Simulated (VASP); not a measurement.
All values below come from LDA (Ceperley-Alder, Perdew-Zunger), VASP's LDA PAW potentials (set 64) (plane waves; VASP 6.6.1).

Input for VASP

### INCAR
```
SYSTEM = ScAl3
PREC = Accurate; ENCUT = 400; LREAL = F
LASPH = T
EDIFF = 1E-6; NELM = 100; ALGO = Normal
LMAXMIX = 4
ISMEAR = 1; SIGMA = 0.1
IBRION = 2; NSW = 60; ISIF = 3
EDIFFG = -0.01
LWAVE = F; LCHARG = F
```

File KPOINTS:
```
Automatic mesh
0
Gamma
8 8 8
0 0 0
```

### POSCAR
```
ScAl3
1
    4.0878100000     0.0000000000     0.0000000000
    0.0000000000     4.0878100000     0.0000000000
    0.0000000000     0.0000000000     4.0878100000
Sc Al
1 3
Direct
  0.0000000000   0.0000000000   0.0000000000
  0.5000000000   0.0000000000   0.5000000000
  0.0000000000   0.5000000000   0.5000000000
  0.5000000000   0.5000000000   0.0000000000
```

POTCAR, in this order: Sc_sv Al (LDA.64 set). Program: vasp_std.

What VASP printed:

OSZICAR:
```
       N       E                     dE             d eps       ncg     rms          rms(c)
DAV:   1     0.977173193688E+02    0.97717E+02   -0.71563E+03  1020   0.105E+03
DAV:   2    -0.148511267816E+02   -0.11257E+03   -0.11088E+03  1018   0.343E+02
DAV:   3    -0.221212130441E+02   -0.72701E+01   -0.69504E+01  1568   0.689E+01
DAV:   4    -0.222741759838E+02   -0.15296E+00   -0.15299E+00  1442   0.958E+00
DAV:   5    -0.222761247825E+02   -0.19488E-02   -0.19482E-02  1344   0.107E+00    0.900E+00
DAV:   6    -0.213497469837E+02    0.92638E+00   -0.48780E+00  1638   0.271E+01    0.316E+00
DAV:   7    -0.212882804588E+02    0.61467E-01   -0.12124E-01  1462   0.347E+00    0.191E+00
DAV:   8    -0.212588701438E+02    0.29410E-01   -0.49624E-02  1604   0.207E+00    0.256E-01
DAV:   9    -0.212586513225E+02    0.21882E-03   -0.63753E-03  1506   0.111E+00    0.186E-01
DAV:  10    -0.212583826814E+02    0.26864E-03   -0.84899E-04  1584   0.384E-01    0.661E-02
DAV:  11    -0.212583742123E+02    0.84690E-05   -0.31867E-05  1278   0.462E-02    0.301E-02
DAV:  12    -0.212583650471E+02    0.91652E-05   -0.65616E-05  1620   0.104E-01    0.369E-03
DAV:  13    -0.212583649743E+02    0.72881E-07   -0.13788E-06   856   0.147E-02
   1 F= -.21258365E+02 E0= -.21257750E+02  d E =-.212584E+02
       N       E                     dE             d eps       ncg     rms          rms(c)
DAV:   1    -0.216635110617E+02   -0.40515E+00   -0.10775E+01  1154   0.556E+01    0.498E+00
DAV:   2    -0.213133433795E+02    0.35017E+00   -0.17760E+00  1418   0.203E+01    0.960E-01
DAV:   3    -0.212922570338E+02    0.21086E-01   -0.41698E-02  1084   0.172E+00    0.550E-01
DAV:   4    -0.212847216073E+02    0.75354E-02   -0.21527E-02  1362   0.149E+00    0.246E-01
DAV:   5    -0.212847141689E+02    0.74384E-05   -0.28390E-03  1670   0.558E-01    0.976E-02
DAV:   6    -0.212845744249E+02    0.13974E-03   -0.10529E-03  1568   0.315E-01    0.248E-02
DAV:   7    -0.212845761997E+02   -0.17748E-05   -0.76451E-05  1586   0.105E-01    0.870E-03
DAV:   8    -0.212845730268E+02    0.31729E-05   -0.19421E-05  1624   0.521E-02    0.182E-03
DAV:   9    -0.212845730452E+02   -0.18391E-07   -0.16857E-07   580   0.501E-03
   2 F= -.21284573E+02 E0= -.21284257E+02  d E =-.262081E-01
       N       E                     dE             d eps       ncg     rms          rms(c)
DAV:   1    -0.213204554213E+02   -0.35882E-01   -0.85724E-01  1178   0.155E+01    0.146E+00
DAV:   2    -0.212923900306E+02    0.28065E-01   -0.21029E-01  1498   0.678E+00    0.263E-01
DAV:   3    -0.212901047867E+02    0.22852E-02   -0.83297E-03  1608   0.794E-01    0.162E-01
DAV:   4    -0.212894267352E+02    0.67805E-03   -0.17922E-03  1336   0.437E-01    0.675E-02
DAV:   5    -0.212894186049E+02    0.81303E-05   -0.17850E-04  1622   0.156E-01    0.217E-02
DAV:   6    -0.212894107778E+02    0.78271E-05   -0.51528E-05  1630   0.730E-02    0.560E-03
DAV:   7    -0.212894107844E+02   -0.66043E-08   -0.72888E-07   630   0.982E-03
   3 F= -.21289411E+02 E0= -.21289088E+02  d E =-.310458E-01
```

File OUTCAR:
```
------------------------ aborting loop because EDIFF is reached ----------------------------------------
  FORCE on cell =-STRESS in cart. coord.  units (eV):
  Direction    XX          YY          ZZ          XY          YZ          ZX
  --------------------------------------------------------------------------------------
  Total       -0.0018607     -0.0018607     -0.0018607      0.0000000     -0.0000000      0.0000000
  in kB       -0.0454311     -0.0454311     -0.0454311      0.0000000     -0.0000000      0.0000000
  external PRESSURE =      -0.0454311 kB  Pullay stress =       0.0000000 kB
  volume of cell :       65.62
      direct lattice vectors                 reciprocal lattice vectors
     4.033488486  0.000000000 -0.000000000     0.247924347 -0.000000000  0.000000000
     0.000000000  4.033488486  0.000000000    -0.000000000  0.247924347 -0.000000000
    -0.000000000  0.000000000  4.033488486     0.000000000 -0.000000000  0.247924347
 POSITION                                       TOTAL-FORCE (eV/Angst)
 -----------------------------------------------------------------------------------
      0.00000      0.00000      0.00000        -0.000000      0.000000      0.000000
      2.01674      0.00000      2.01674         0.000000     -0.000000      0.000000
     -0.00000      2.01674      2.01674         0.000000     -0.000000      0.000000
      2.01674      2.01674     -0.00000         0.000000     -0.000000      0.000000
 -----------------------------------------------------------------------------------
    total drift:                               -0.000000     -0.000000     -0.000000
  FREE ENERGIE OF THE ION-ELECTRON SYSTEM (eV)
  ---------------------------------------------------
  free  energy   TOTEN  =       -21.2894107844 eV

  energy  without entropy=      -21.2884416897  energy(sigma->0) =      -21.28908775

 reached required accuracy - stopping structural energy minimisation
```
(Selected blocks of OUTCAR.)

**CONTCAR**
```
ScAl3
   1.00000000000000
     4.0334884858102056    0.0000000000000000   -0.0000000000000000
     0.0000000000000000    4.0334884858102056    0.0000000000000000
    -0.0000000000000000    0.0000000000000000    4.0334884858102056
  Sc              Al
     1     3
Direct
     0.0000000000000000    0.0000000000000000    0.0000000000000000
     0.5000000000000000    0.0000000000000000    0.5000000000000000
     0.0000000000000000    0.5000000000000000    0.5000000000000000
     0.5000000000000000    0.5000000000000000    0.0000000000000000
```

Energy and stress use the plane-wave basis of the starting cell.

The structure comes from a computed database's ScAl3 entry (Pm-3m); how it stands against other phases isn't given here. This run relaxes it. Symmetry was kept, so distortions that lower it aren't found.
